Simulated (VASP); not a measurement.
Output of a VASP run:

File OUTCAR:
```
 ion  position               nearest neighbor table
   1  0.000  0.000  0.000-
   2  0.500  0.500  0.500-
  LATTYP: Found a face centered cubic cell.
 ALAT       =     3.9035735248
 Subroutine PRICEL returns:
 Original cell was already a primitive cell.
 Subroutine GETGRP returns: Found 48 space group operations
The static configuration has the point symmetry O_h .
The dynamic configuration has the point symmetry O_h .
 Subroutine INISYM returns: Found 48 space group operations
 Subroutine IBZKPT returns following result:
 Found     56 irreducible k-points:

 Following reciprocal coordinates:
            Coordinates               Weight
  0.000000  0.000000  0.000000      1.000000
  0.090909  0.000000  0.000000      8.000000
  0.181818  0.000000  0.000000      8.000000
  0.272727  0.000000  0.000000      8.000000
  0.363636  0.000000  0.000000      8.000000
  0.454545  0.000000  0.000000      8.000000
  0.090909  0.090909  0.000000      6.000000
  0.181818  0.090909  0.000000     24.000000
  0.272727  0.090909  0.000000     24.000000
  0.363636  0.090909  0.000000     24.000000
  0.454545  0.090909  0.000000     24.000000
 -0.454545  0.090909  0.000000     24.000000
 -0.363636  0.090909  0.000000     24.000000
 -0.272727  0.090909  0.000000     24.000000
 -0.181818  0.090909  0.000000     24.000000
 -0.090909  0.090909  0.000000     12.000000
  0.181818  0.181818  0.000000      6.000000
  0.272727  0.181818  0.000000     24.000000
  0.363636  0.181818  0.000000     24.000000
  0.454545  0.181818  0.000000     24.000000
 -0.454545  0.181818  0.000000     24.000000
 -0.363636  0.181818  0.000000     24.000000
 -0.272727  0.181818  0.000000     24.000000
 -0.181818  0.181818  0.000000     12.000000
  0.272727  0.272727  0.000000      6.000000
  0.363636  0.272727  0.000000     24.000000
  0.454545  0.272727  0.000000     24.000000
 -0.454545  0.272727  0.000000     24.000000
 -0.363636  0.272727  0.000000     24.000000
 -0.272727  0.272727  0.000000     12.000000
  0.363636  0.363636  0.000000      6.000000
  0.454545  0.363636  0.000000     24.000000
 -0.454545  0.363636  0.000000     24.000000
 -0.363636  0.363636  0.000000     12.000000
  0.454545  0.454545  0.000000      6.000000
 -0.454545  0.454545  0.000000     12.000000
  0.272727  0.181818  0.090909     24.000000
  0.363636  0.181818  0.090909     48.000000
  0.454545  0.181818  0.090909     48.000000
 -0.454545  0.181818  0.090909     48.000000
   k-points           NKPTS =     56   k-points in BZ     NKDIM =     56   number of bands    NBANDS=      6
   number of dos      NEDOS =    301   number of ions     NIONS =      2
   total plane-waves  NPLWV =  13824
   dimension x,y,z NGX =    24 NGY =   24 NGZ =   24
   dimension x,y,z NGXF=    48 NGYF=   48 NGZF=   48
   ions per type =               1   1
   PREC   = accura    normal or accurate (medium, high low for compatibility)
   ISTART =      0    job   : 0-new  1-cont  2-samecut
   ICHARG =      2    charge: 1-file 2-atom 10-const
   ISPIN  =      1    spin polarized calculation?
   LNONCOLLINEAR =      F non collinear calculations
   LSORBIT =      F    spin-orbit coupling
   INIWAV =      1    electr: 0-lowe 1-rand  2-diag
   ENCUT  =  520.0 eV  38.22 Ry    6.18 a.u.   5.13  5.13  5.13*2*pi/ulx,y,z
   NELM   =    100;   NELMIN=  2; NELMDL= -5     # of ELM steps
   EDIFF  = 0.1E-06   stopping-criterion for ELM
   LREAL  =      F    real-space projection
   NLSPLINE    = F    spline interpolate recip. space projectors
   LMAXMIX     =    2 max onsite mixed and CHGCAR
   VOSKOWN=      0    Vosko Wilk Nusair interpolation
   EDIFFG = 0.1E-05   stopping-criterion for IOM
   NSW    =      0    number of steps for IOM
   NBLOCK =      1;   KBLOCK =      1    inner block; outer block
   IBRION =     -1    ionic relax: 0-MD 1-quasi-New 2-CG
...
```

File OSZICAR:
```
       N       E                     dE             d eps       ncg     rms          rms(c)
DAV:   1    -0.215141058827E+01   -0.21514E+01   -0.15143E+03   678   0.625E+02
DAV:   2    -0.720222576057E+01   -0.50508E+01   -0.49744E+01   924   0.708E+01
DAV:   3    -0.731082470915E+01   -0.10860E+00   -0.10860E+00   804   0.981E+00
DAV:   4    -0.731243657147E+01   -0.16119E-02   -0.16119E-02   942   0.907E-01
DAV:   5    -0.731244104821E+01   -0.44767E-05   -0.44767E-05   834   0.399E-02    0.277E+00
DAV:   6    -0.678382276866E+01    0.52862E+00   -0.21226E-01  1044   0.406E+00    0.188E+00
DAV:   7    -0.704801945163E+01   -0.26420E+00   -0.10045E+00   954   0.514E+00    0.115E+00
DAV:   8    -0.658561544292E+01    0.46240E+00   -0.22550E-01   702   0.442E+00    0.289E-01
DAV:   9    -0.668847513191E+01   -0.10286E+00   -0.68214E-02   672   0.339E+00    0.126E-01
DAV:  10    -0.670106103643E+01   -0.12586E-01   -0.20625E-02   672   0.121E+00    0.972E-02
DAV:  11    -0.670145434868E+01   -0.39331E-03   -0.10074E-03   786   0.299E-01    0.240E-02
DAV:  12    -0.670144886065E+01    0.54880E-05   -0.12262E-04   702   0.138E-01    0.160E-02
DAV:  13    -0.670150603780E+01   -0.57177E-04   -0.71317E-05   732   0.889E-02    0.196E-03
DAV:  14    -0.670151859182E+01   -0.12554E-04   -0.10229E-05   708   0.406E-02    0.634E-04
DAV:  15    -0.670151947178E+01   -0.87996E-06   -0.64726E-07   828   0.763E-03    0.739E-04
DAV:  16    -0.670152029880E+01   -0.82702E-06   -0.15857E-07   756   0.498E-03    0.108E-03
DAV:  17    -0.670152205931E+01   -0.17605E-05   -0.50556E-07   672   0.700E-03    0.211E-04
DAV:  18    -0.670152195493E+01    0.10438E-06   -0.12557E-08   510   0.128E-03    0.436E-05
DAV:  19    -0.670152210813E+01   -0.15320E-06   -0.62466E-10   342   0.346E-04    0.366E-05
DAV:  20    -0.670152229008E+01   -0.18195E-06   -0.40469E-10   354   0.276E-04    0.255E-05
DAV:  21    -0.670152237885E+01   -0.88772E-07   -0.22667E-10   342   0.212E-04
   1 F= -.67015224E+01 E0= -.67015224E+01  d E =-.393815E-14
```

### OUTCAR
```
------------------------ aborting loop because EDIFF is reached ----------------------------------------
  FORCE on cell =-STRESS in cart. coord.  units (eV):
  Direction    XX          YY          ZZ          XY          YZ          ZX
  --------------------------------------------------------------------------------------
  Total        0.2416101      0.2416101      0.2416101      0.0000000      0.0000000      0.0000000
  in kB       26.0314634     26.0314634     26.0314634      0.0000000      0.0000000      0.0000000
  external PRESSURE =      26.0314634 kB  Pullay stress =       0.0000000 kB
  volume of cell :       14.87
      direct lattice vectors                 reciprocal lattice vectors
     0.000000000  1.951786762  1.951786762    -0.256175526  0.256175526  0.256175526
     1.951786762  0.000000000  1.951786762     0.256175526 -0.256175526  0.256175526
     1.951786762  1.951786762  0.000000000     0.256175526  0.256175526 -0.256175526
  FREE ENERGIE OF THE ION-ELECTRON SYSTEM (eV)
  ---------------------------------------------------
  free  energy   TOTEN  =        -6.7015223789 eV

  energy  without entropy=       -6.7015223789  energy(sigma->0) =       -6.70152238
```
(Selected blocks of OUTCAR.)

**POSCAR**
```
LiH
1
    0.0000000000     1.9517867624     1.9517867624
    1.9517867624     0.0000000000     1.9517867624
    1.9517867624     1.9517867624     0.0000000000
Li H
1 1
Direct
  0.0000000000   0.0000000000   0.0000000000
  0.5000000000   0.5000000000   0.5000000000
```

Q: Reconstruct the remaining input files.

A: This is not unique; one that fits is the input of the run itself, r2SCAN+rVV10, plane waves, VASP's PBE PAW potentials (set 64).

### KPOINTS
```
Automatic
0
G
 11 11 11
0 0 0
```

### INCAR
```
# general
SYSTEM   = LiH
PREC     = Accurate
ENCUT    = 520
LREAL    = .FALSE.
LASPH    = .TRUE.

# electronic loop
EDIFF    = 1E-7
NELM     = 100
ALGO     = Normal
LMIXTAU  = .TRUE.

# smearing
ISMEAR   = 0
SIGMA    = 0.05

# functional
METAGGA  = R2SCAN
LUSE_VDW = .TRUE.
BPARAM   = 11.95
CPARAM   = 0.0093

# ions
ISIF     = 2

# output
LWAVE    = .FALSE.
LCHARG   = .FALSE.
```

POTCAR, in this order: Li_sv H (PBE.64 set). Program: vasp_std.

The compound is LiH in the rock salt structure. This cell is one point of a volume scan, at 0.94 of the reference volume.
